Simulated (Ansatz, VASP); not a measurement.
## H18C9SNO3F3 (ionic liquid Pyr13+ triflate at 300 K) in two plane-wave programs

One calculation is typed for both programs; each brings its own data sets. How far apart do they land? The structure shown is the start of the Ansatz relaxation below; VASP solves that cell, so the two are compared at the walk's first step.

Main program and level: Ansatz 0.2.0; plane waves, with VASP 6.6.1 beside it; single point at PBE with D3(BJ).

**1. Starting point**

The cell holds 140 atoms: 36 C, 4 N, 72 H, 12 O, 4 S and 12 F. Its edges and angles: a = 11.313 Å, b = 11.313 Å, c = 11.313 Å, α = 90.0°, β = 90.0°, γ = 90.0°. As first built, before any earlier steps moved the atoms (in the runner's words): 4 Pyr13+, 4 triflate placed at random, at 1.27 g/cm^3; overlaps pushed apart, then 10 ps at 700 K with MMFF94 bonds, angles, torsions, charges and radii (Halgren, J. Comput. Chem. 17, 490 (1996)) in harmonic and 12-6 forms; charges of ions scaled by 0.8. Snapshot after 30 ps at 300 K and fixed volume. The cell carries charge +1.

**2. Ansatz: relaxation, PBE with D3(BJ)**

Ansatz runs on its default PAW (the set named soft_2) files.

The two programs are compared at the cell with which this relaxation starts, whose forces are those of its first step.

input.yaml

```yaml
crystal:
  lattice:
    - [11.31336, 0.0, 0.0]
    - [0.0, 11.31336, 0.0]
    - [0.0, 0.0, 11.31336]
  atoms:
    - { symbol: C, position: [0.41171, 0.61386, 0.63386] }
    - { symbol: C, position: [0.36699, 0.70344, 0.72441] }
    - { symbol: C, position: [0.23583, 0.68623, 0.74558] }
    - { symbol: "N", position: [0.18497, 0.75643, 0.84846] }
    - { symbol: C, position: [0.24253, 0.72093, 0.96245] }
    - { symbol: C, position: [0.05161, 0.7321, 0.85404] }
    - { symbol: C, position: [0.99418, 0.83822, 0.79575] }
    - { symbol: C, position: [0.07136, 0.93932, 0.84172] }
    - { symbol: C, position: [0.19594, 0.89022, 0.82769] }
    - { symbol: H, position: [0.50755, 0.62327, 0.6237] }
    - { symbol: H, position: [0.36965, 0.62664, 0.54742] }
    - { symbol: H, position: [0.39418, 0.52317, 0.66366] }
    - { symbol: H, position: [0.41677, 0.69216, 0.80671] }
    - { symbol: H, position: [0.38524, 0.79347, 0.69298] }
    - { symbol: H, position: [0.21648, 0.59348, 0.76597] }
    - { symbol: H, position: [0.18439, 0.71198, 0.66729] }
    - { symbol: H, position: [0.33654, 0.7434, 0.95997] }
    - { symbol: H, position: [0.19949, 0.76777, 0.03538] }
    - { symbol: H, position: [0.23249, 0.62512, 0.97224] }
    - { symbol: H, position: [0.02709, 0.72784, 0.94772] }
    - { symbol: H, position: [0.03519, 0.64612, 0.81299] }
    - { symbol: H, position: [0.99894, 0.83231, 0.69885] }
    - { symbol: H, position: [0.90139, 0.84502, 0.82216] }
    - { symbol: H, position: [0.05154, 0.95687, 0.93518] }
    - { symbol: H, position: [0.0608, 0.02236, 0.7932] }
    - { symbol: H, position: [0.26155, 0.92584, 0.88906] }
    - { symbol: H, position: [0.22803, 0.90231, 0.73718] }
    - { symbol: C, position: [0.88295, 0.66572, 0.47972] }
    - { symbol: C, position: [0.78357, 0.75745, 0.48051] }
    - { symbol: C, position: [0.72592, 0.76169, 0.35916] }
    - { symbol: "N", position: [0.63197, 0.85594, 0.34182] }
    - { symbol: C, position: [0.59053, 0.84861, 0.21618] }
    - { symbol: C, position: [0.67982, 0.98065, 0.36734] }
    - { symbol: C, position: [0.6196, 0.01992, 0.48076] }
    - { symbol: C, position: [0.4976, 0.96244, 0.47011] }
    - { symbol: C, position: [0.52654, 0.83914, 0.42533] }
    - { symbol: H, position: [0.95163, 0.68926, 0.41541] }
    - { symbol: H, position: [0.92407, 0.66009, 0.56733] }
    - { symbol: H, position: [0.84896, 0.5778, 0.45685] }
    - { symbol: H, position: [0.7193, 0.7352, 0.5498] }
    - { symbol: H, position: [0.82041, 0.84429, 0.50357] }
    - { symbol: H, position: [0.79265, 0.77845, 0.2906] }
    - { symbol: H, position: [0.68335, 0.67702, 0.33827] }
    - { symbol: H, position: [0.55939, 0.75894, 0.19825] }
    - { symbol: H, position: [0.51776, 0.91095, 0.20348] }
    - { symbol: H, position: [0.6645, 0.86881, 0.15728] }
    - { symbol: H, position: [0.77638, 0.97706, 0.37049] }
    - { symbol: H, position: [0.65319, 0.03757, 0.29372] }
    - { symbol: H, position: [0.66636, 0.98626, 0.55889] }
    - { symbol: H, position: [0.6173, 0.11648, 0.4858] }
    - { symbol: H, position: [0.44232, 0.00982, 0.40586] }
    - { symbol: H, position: [0.44925, 0.95881, 0.55391] }
    - { symbol: H, position: [0.45483, 0.79629, 0.37679] }
    - { symbol: H, position: [0.55564, 0.78191, 0.49753] }
    - { symbol: C, position: [0.85786, 0.12298, 0.08405] }
    - { symbol: C, position: [0.84029, 0.2041, 0.97719] }
    - { symbol: C, position: [0.73924, 0.28923, 0.00167] }
    - { symbol: "N", position: [0.71098, 0.37744, 0.90455] }
    - { symbol: C, position: [0.60296, 0.44503, 0.94149] }
    - { symbol: C, position: [0.68902, 0.31693, 0.78523] }
    - { symbol: C, position: [0.79915, 0.34067, 0.71253] }
    - { symbol: C, position: [0.83176, 0.46639, 0.75033] }
    - { symbol: C, position: [0.8145, 0.46295, 0.88355] }
    - { symbol: H, position: [0.8721, 0.17415, 0.16537] }
    - { symbol: H, position: [0.78055, 0.0662, 0.09832] }
    - { symbol: H, position: [0.93489, 0.06556, 0.07099] }
    - { symbol: H, position: [0.82159, 0.14972, 0.89893] }
    - { symbol: H, position: [0.92327, 0.25122, 0.95948] }
    - { symbol: H, position: [0.75729, 0.3427, 0.08054] }
    - { symbol: H, position: [0.65673, 0.24103, 0.01835] }
    - { symbol: H, position: [0.52664, 0.38553, 0.94201] }
    - { symbol: H, position: [0.61798, 0.48092, 0.0301] }
    - { symbol: H, position: [0.58824, 0.51703, 0.87861] }
    - { symbol: H, position: [0.61164, 0.36014, 0.74596] }
    - { symbol: H, position: [0.6682, 0.22394, 0.8013] }
    - { symbol: H, position: [0.78165, 0.33144, 0.6177] }
    - { symbol: H, position: [0.87063, 0.27927, 0.73608] }
    - { symbol: H, position: [0.92348, 0.48822, 0.72856] }
    - { symbol: H, position: [0.77263, 0.53197, 0.71014] }
    - { symbol: H, position: [0.79226, 0.54797, 0.92393] }
    - { symbol: H, position: [0.89219, 0.42547, 0.92741] }
    - { symbol: C, position: [0.36663, 0.14886, 0.13642] }
    - { symbol: C, position: [0.33083, 0.26949, 0.18606] }
    - { symbol: C, position: [0.20474, 0.26294, 0.23154] }
    - { symbol: "N", position: [0.1549, 0.37677, 0.28227] }
    - { symbol: C, position: [0.14392, 0.46887, 0.18798] }
    - { symbol: C, position: [0.23023, 0.42308, 0.38499] }
    - { symbol: C, position: [0.1423, 0.46045, 0.4791] }
    - { symbol: C, position: [0.04687, 0.36543, 0.46878] }
    - { symbol: C, position: [0.03211, 0.35175, 0.33594] }
    - { symbol: H, position: [0.35495, 0.07793, 0.20174] }
    - { symbol: H, position: [0.45982, 0.15024, 0.10997] }
    - { symbol: H, position: [0.31297, 0.12637, 0.05878] }
    - { symbol: H, position: [0.33798, 0.33566, 0.11544] }
    - { symbol: H, position: [0.39248, 0.29455, 0.25665] }
    - { symbol: H, position: [0.14482, 0.23748, 0.15964] }
    - { symbol: H, position: [0.19752, 0.19768, 0.30286] }
    - { symbol: H, position: [0.23055, 0.48346, 0.14777] }
    - { symbol: H, position: [0.08295, 0.43577, 0.12051] }
    - { symbol: H, position: [0.11117, 0.5511, 0.22726] }
    - { symbol: H, position: [0.28478, 0.34917, 0.41556] }
    - { symbol: H, position: [0.28772, 0.49354, 0.35232] }
    - { symbol: H, position: [0.1073, 0.54879, 0.45953] }
    - { symbol: H, position: [0.18311, 0.46312, 0.56679] }
    - { symbol: H, position: [0.07679, 0.28252, 0.50958] }
    - { symbol: H, position: [0.96277, 0.38965, 0.50976] }
    - { symbol: H, position: [0.97049, 0.41714, 0.30004] }
    - { symbol: H, position: [0.00366, 0.26398, 0.30733] }
    - { symbol: O, position: [0.11704, 0.41841, 0.78435] }
    - { symbol: S, position: [0.1942, 0.35019, 0.86325] }
    - { symbol: O, position: [0.29264, 0.41745, 0.91414] }
    - { symbol: O, position: [0.13209, 0.27165, 0.94531] }
    - { symbol: C, position: [0.27023, 0.24496, 0.75955] }
    - { symbol: F, position: [0.19092, 0.17904, 0.69863] }
    - { symbol: F, position: [0.34212, 0.16999, 0.81871] }
    - { symbol: F, position: [0.33713, 0.30369, 0.67949] }
    - { symbol: O, position: [0.54435, 0.74845, 0.96243] }
    - { symbol: S, position: [0.65026, 0.78366, 0.89668] }
    - { symbol: O, position: [0.75745, 0.79629, 0.9683] }
    - { symbol: O, position: [0.66676, 0.72448, 0.78268] }
    - { symbol: C, position: [0.61625, 0.94022, 0.85315] }
    - { symbol: F, position: [0.51695, 0.94768, 0.78696] }
    - { symbol: F, position: [0.70581, 0.98779, 0.78869] }
    - { symbol: F, position: [0.6004, 0.00992, 0.9493] }
    - { symbol: O, position: [0.76974, 0.27635, 0.41764] }
    - { symbol: S, position: [0.69492, 0.33531, 0.32993] }
    - { symbol: O, position: [0.75335, 0.42933, 0.26215] }
    - { symbol: O, position: [0.6184, 0.25677, 0.26131] }
    - { symbol: C, position: [0.5875, 0.41995, 0.42351] }
    - { symbol: F, position: [0.6446, 0.49071, 0.50153] }
    - { symbol: F, position: [0.51697, 0.34658, 0.48651] }
    - { symbol: F, position: [0.51696, 0.48997, 0.35657] }
    - { symbol: O, position: [0.09348, 0.7515, 0.25939] }
    - { symbol: S, position: [0.19008, 0.81146, 0.3217] }
    - { symbol: O, position: [0.23388, 0.75021, 0.42715] }
    - { symbol: O, position: [0.28144, 0.86233, 0.2455] }
    - { symbol: C, position: [0.11531, 0.94539, 0.38584] }
    - { symbol: F, position: [0.19457, 0.0189, 0.43802] }
    - { symbol: F, position: [0.03481, 0.91525, 0.46939] }
    - { symbol: F, position: [0.05775, 0.00819, 0.30172] }
total_charge: 1
kpoints:
  mp_grid: { grid: [1, 1, 1] }
hamiltonian:
  xc: pbe
  dispersion: d3bj
scf:
  occupations: { method: fermi_dirac, width: 0.01 }
  lower_state_search: "off"
output:
  forces: true
magnetization:
  spin_polarized: true
  initial_magnetization: 1
relax:
  f_tol: 0.05
  max_steps: 90
```

Launch:

```bash
$ ansatz run input.yaml --threads 4 --pin off --max-ram 8192MiB --backend cpu --events-out ev --progress --plain --runs-dir out
```

Numbers of over 12 decimals in the logs are rounded to 6 here.

What it wrote:

```text
Engine: ansatz 0.2.0, aarch64-unknown-linux-gnu
Pseudopotentials: kind: paw
Pseudopotential: C, paw, valence charge 4, recommended cutoff 420 eV (normal), C.paw.azcp
Pseudopotential: N, paw, valence charge 5, recommended cutoff 420 eV (normal), N.paw.azcp
Pseudopotential: H, paw, valence charge 1, recommended cutoff 420 eV (normal), H.paw.azcp
Pseudopotential: O, paw, valence charge 6, recommended cutoff 420 eV (normal), O.paw.azcp
Pseudopotential: S, paw, valence charge 6, recommended cutoff 420 eV (normal), S.paw.azcp
Pseudopotential: F, paw, valence charge 7, recommended cutoff 420 eV (normal), F.paw.azcp
Functional definition: PBE
  parameter kappa = 0.804
  parameter beta = 0.066725
  exchange = pbe_x(kappa = kappa, mu = beta*pi^2/3)
  correlation = pbe_c(beta = beta)
Crystal: 140 atoms, lattice volume = 1448.021 Å³
Basis set: ecut = 420 eV, 28353 PW (Γ), exchange–correlation on 160×160×160 points (8 copies of the dense FFT grid, shifted against one another)
Bands: 348, of which v1, the nominal top of the filled ones, is band 208 counted from 1 (207 counted from 0)
Symmetry: 1 space group operations
Space group: P1 (ITA 1), of the structure as read, at distance tolerance 1.1e-4 Å
Magnetic group: BNS 1.1 (UNI 1), of the structure as read, at distance tolerance 1.1e-4 Å
k-points: 1
Non-local potential: C, projectors of the file, l = 0: 2, l = 1: 2, l = 2: 1
Non-local potential: N, projectors of the file, l = 0: 2, l = 1: 2, l = 2: 1
Non-local potential: H, projectors of the file, l = 0: 2, l = 1: 1
Non-local potential: O, projectors of the file, l = 0: 2, l = 1: 2, l = 2: 1
Non-local potential: S, projectors of the file, l = 0: 2, l = 1: 2, l = 2: 2
Non-local potential: F, projectors of the file, l = 0: 2, l = 1: 2, l = 2: 1
PAW form: soft (Blöchl's): semilocal exchange-correlation on the pseudo side does not see the compensation charge
PAW one-centre angular grid: C, 110 points (default); XC on 64 Gauss nodes
PAW one-centre angular grid: N, 110 points (default); XC on 64 Gauss nodes
PAW one-centre angular grid: H, 110 points (default); XC on 64 Gauss nodes
PAW one-centre angular grid: O, 110 points (default); XC on 64 Gauss nodes
PAW one-centre angular grid: S, 110 points (default); XC on 64 Gauss nodes
PAW one-centre angular grid: F, 110 points (default); XC on 64 Gauss nodes
Starting moments: Σ|m| = 1 μB on 140 of 140 sites
Initial wavefunctions: pseudopotential atomic-orbital guess
Functional: x = pbe(κ = 0.804, μ = 0.219515), c = pbe(β = 0.066725)
SCF iter   1: F=—  HF=-31908.615376 eV  |F-HF|=—  |Δ(HF+E_count)|=         —  Δρ=6.19e-2 (↑6.10e-2 ↓6.19e-2)  dr2=2.20e2  dr2_m=1.03e-1  M=1.000 μB ∫|m|=1.048 μB  β_m=1.00  ethr=3.10e-3  ⟨swp⟩=5.0  Hψ=2938  notcnv=0  defer=193
preconditioner: auto → Kerker (q_TF=auto, 2.215 Å⁻¹)  [metal: Δε(μ)=0.016 eV  Ē_g=16.103 eV  σ=0.010 eV  W_gap=0.37  n_scr=250 (ndim 8)  ℏωp=19.1 eV  f_vac=0.146  D(μ)=49.53/eV (n_scr^D=388)]
spin=Collinear: Kerker preconditioning applied to the charge; magnetization (m = ρ↑ − ρ↓) channel mixes plain (no charge-response kernel on spin).
SCF iter   2: F=—  HF=-31873.192072 eV  |F-HF|=—  |Δ(HF+E_count)|=         —  Δρ=4.07e-2 (↑4.07e-2 ↓4.05e-2)  dr2=1.04e2  dr2_m=5.62e-2  M=0.914 μB ∫|m|=0.959 μB  β_m=0.30  ethr=3.10e-3  ⟨swp⟩=2.0  Hψ=1188  notcnv=0  defer=270
Mixer restart at iter 2: flushing history
SCF iter   3: F=—  HF=-31857.924638 eV  |F-HF|=—  |Δ(HF+E_count)|=    1.53e1  Δρ=2.97e-2 (↑2.90e-2 ↓2.97e-2)  dr2=5.67e1  dr2_m=1.45e-1  M=0.477 μB ∫|m|=0.588 μB  β_m=0.30  ethr=3.10e-3  ⟨swp⟩=3.0  Hψ=1177  notcnv=0  defer=272
SCF iter   4: F=—  HF=-31842.081063 eV  |F-HF|=—  |Δ(HF+E_count)|=    1.58e1  Δρ=1.46e-2 (↑1.24e-2 ↓1.46e-2)  dr2=1.46e1  dr2_m=7.37e-2  M=0.267 μB ∫|m|=0.377 μB  β_m=0.30  ethr=3.10e-3  ⟨swp⟩=3.0  Hψ=1180  notcnv=0  defer=270
SCF iter   5: F=—  HF=-31840.235328 eV  |F-HF|=—  |Δ(HF+E_count)|=    1.85e0  Δρ=1.20e-2 (↑9.67e-3 ↓1.20e-2)  dr2=9.53e0  dr2_m=5.54e-2  M=0.264 μB ∫|m|=0.366 μB  β_m=0.30  ethr=3.10e-3  ⟨swp⟩=2.0  Hψ=808  notcnv=0  defer=272
SCF iter   6: F=—  HF=-31839.724647 eV  |F-HF|=—  |Δ(HF+E_count)|=   5.11e-1  Δρ=9.99e-3 (↑7.75e-3 ↓9.99e-3)  dr2=7.38e0  dr2_m=4.26e-2  M=0.238 μB ∫|m|=0.332 μB  β_m=0.30  ethr=2.30e-3  ⟨swp⟩=2.0  Hψ=448  notcnv=0  defer=272
SCF iter   7: F=—  HF=-31839.573103 eV  |F-HF|=—  |Δ(HF+E_count)|=   1.52e-1  Δρ=1.17e-2 (↑5.67e-3 ↓1.17e-2)  dr2=6.32e0  dr2_m=2.84e-1  M=0.795 μB ∫|m|=0.874 μB  β_m=0.30  ethr=1.78e-3  ⟨swp⟩=2.0  Hψ=806  notcnv=0  defer=272
SCF iter   8: F=—  HF=-31839.652045 eV  |F-HF|=—  |Δ(HF+E_count)|=   7.89e-2  Δρ=1.21e-2 (↑4.84e-3 ↓1.21e-2)  dr2=5.68e0  dr2_m=2.71e-1  M=0.742 μB ∫|m|=0.849 μB  β_m=0.30  ethr=1.52e-3  ⟨swp⟩=2.0  Hψ=448  notcnv=0  defer=272
[...]
- { symbol: C, position: [0.620155, 0.019981, 0.484849] }
    - { symbol: C, position: [0.498293, 0.962346, 0.473432] }
    - { symbol: C, position: [0.528115, 0.839268, 0.428510] }
    - { symbol: H, position: [0.952049, 0.688406, 0.417093] }
    - { symbol: H, position: [0.925959, 0.660009, 0.569412] }
    - { symbol: H, position: [0.849709, 0.577383, 0.459967] }
    - { symbol: H, position: [0.720416, 0.734802, 0.552184] }
    - { symbol: H, position: [0.821820, 0.844048, 0.506864] }
    - { symbol: H, position: [0.794160, 0.779629, 0.293430] }
    - { symbol: H, position: [0.684616, 0.678011, 0.340400] }
    - { symbol: H, position: [0.561396, 0.760864, 0.200734] }
    - { symbol: H, position: [0.519486, 0.913140, 0.207114] }
    - { symbol: H, position: [0.666328, 0.871899, 0.161280] }
    - { symbol: H, position: [0.777573, 0.978032, 0.374839] }
    - { symbol: H, position: [0.654431, 0.038202, 0.297634] }
    - { symbol: H, position: [0.666807, 0.986003, 0.562888] }
    - { symbol: H, position: [0.617194, 0.116476, 0.490965] }
    - { symbol: H, position: [0.443275, 0.010008, 0.409102] }
    - { symbol: H, position: [0.449601, 0.958431, 0.557051] }
    - { symbol: H, position: [0.457251, 0.795437, 0.379650] }
    - { symbol: H, position: [0.557493, 0.782096, 0.500630] }
    - { symbol: C, position: [0.858915, 0.122934, 0.083764] }
    - { symbol: C, position: [0.841035, 0.203355, 0.976420] }
    - { symbol: C, position: [0.739878, 0.288387, 0.000435554] }
    - { symbol: N, position: [0.711031, 0.375855, 0.902851] }
    - { symbol: C, position: [0.602654, 0.442967, 0.939249] }
    - { symbol: C, position: [0.689312, 0.314637, 0.783901] }
    - { symbol: C, position: [0.799323, 0.338627, 0.711001] }
    - { symbol: C, position: [0.831298, 0.464791, 0.748226] }
    - { symbol: C, position: [0.814192, 0.461702, 0.881528] }
    - { symbol: H, position: [0.874354, 0.174595, 0.164516] }
    - { symbol: H, position: [0.781247, 0.066894, 0.099171] }
    - { symbol: H, position: [0.935329, 0.064833, 0.070451] }
    - { symbol: H, position: [0.822493, 0.148675, 0.898387] }
    - { symbol: H, position: [0.923795, 0.250796, 0.958431] }
    - { symbol: H, position: [0.758388, 0.342693, 0.078546] }
[...]
- { symbol: C, position: [0.367836, 0.148451, 0.136056] }
    - { symbol: C, position: [0.331377, 0.268821, 0.185805] }
    - { symbol: C, position: [0.205400, 0.261681, 0.231480] }
    - { symbol: N, position: [0.155303, 0.375256, 0.282414] }
    - { symbol: C, position: [0.144026, 0.467398, 0.188258] }
    - { symbol: C, position: [0.230717, 0.421446, 0.385068] }
    - { symbol: C, position: [0.142908, 0.458831, 0.479309] }
    - { symbol: C, position: [0.047551, 0.363723, 0.469132] }
    - { symbol: C, position: [0.032681, 0.350161, 0.336276] }
[...]
- { symbol: H, position: [0.285105, 0.347420, 0.415664] }
    - { symbol: H, position: [0.288422, 0.491639, 0.352219] }
    - { symbol: H, position: [0.107325, 0.547019, 0.459997] }
    - { symbol: H, position: [0.184071, 0.461610, 0.566814] }
    - { symbol: H, position: [0.077575, 0.280779, 0.509796] }
    - { symbol: H, position: [0.963660, 0.388114, 0.510545] }
    - { symbol: H, position: [0.971453, 0.415976, 0.300465] }
    - { symbol: H, position: [0.00412921, 0.262464, 0.307417] }
    - { symbol: O, position: [0.120470, 0.413894, 0.782350] }
    - { symbol: S, position: [0.198239, 0.344443, 0.859530] }
    - { symbol: O, position: [0.295231, 0.412466, 0.912203] }
    - { symbol: O, position: [0.135775, 0.265934, 0.941351] }
    - { symbol: C, position: [0.275009, 0.240686, 0.755274] }
    - { symbol: F, position: [0.195612, 0.175542, 0.694291] }
    - { symbol: F, position: [0.346696, 0.166330, 0.814826] }
    - { symbol: F, position: [0.341303, 0.301198, 0.676496] }
    - { symbol: O, position: [0.543460, 0.748076, 0.962664] }
    - { symbol: S, position: [0.648722, 0.784783, 0.896669] }
    - { symbol: O, position: [0.755978, 0.795155, 0.968560] }
    - { symbol: O, position: [0.665300, 0.724556, 0.783254] }
    - { symbol: C, position: [0.615026, 0.941305, 0.853639] }
    - { symbol: F, position: [0.515979, 0.947772, 0.787630] }
    - { symbol: F, position: [0.705077, 0.987612, 0.789683] }
    - { symbol: F, position: [0.599387, 0.00955851, 0.950418] }
    - { symbol: O, position: [0.770231, 0.278337, 0.414847] }
    - { symbol: S, position: [0.694162, 0.339214, 0.329529] }
    - { symbol: O, position: [0.753228, 0.432995, 0.262071] }
    - { symbol: O, position: [0.618673, 0.260980, 0.259453] }
    - { symbol: C, position: [0.587208, 0.422686, 0.424308] }
    - { symbol: F, position: [0.645476, 0.492130, 0.502129] }
    - { symbol: F, position: [0.517554, 0.348076, 0.486159] }
    - { symbol: F, position: [0.517300, 0.492800, 0.357357] }
    - { symbol: O, position: [0.088925, 0.755986, 0.259541] }
    - { symbol: S, position: [0.184740, 0.816317, 0.322669] }
    - { symbol: O, position: [0.229164, 0.752709, 0.426467] }
    - { symbol: O, position: [0.276746, 0.865583, 0.246143] }
    - { symbol: C, position: [0.110822, 0.949864, 0.387817] }
    - { symbol: F, position: [0.191221, 0.021624, 0.439690] }
    - { symbol: F, position: [0.031031, 0.918247, 0.470892] }
    - { symbol: F, position: [0.053796, 0.012174, 0.303510] }
```

The column dr2 measures how far the density is from self-consistency, as an energy; F and HF (Harris–Foulkes) agree once it is small.

(Part 1 of 2 ends here.)

[Lines on the potential files, build, host, timing and source positions are cut from VASP's logs without a mark.]

[Logs are printed without paths, hosts, clocks, repeated set-up lines and the standing remarks that a program may print on its own settings, such as how far it seeks lower states.]

[Hosts, paths, dates, database ids (printed as entryN), source tags and the programs' standing remarks are cut or masked in the printed files.]

[The MMFF94 radii named for the starting cell were scaled by 0.96; in molecules described by MMFF94, hydrogen bound to N, O or S took a small fixed 12-6 site in their place.]
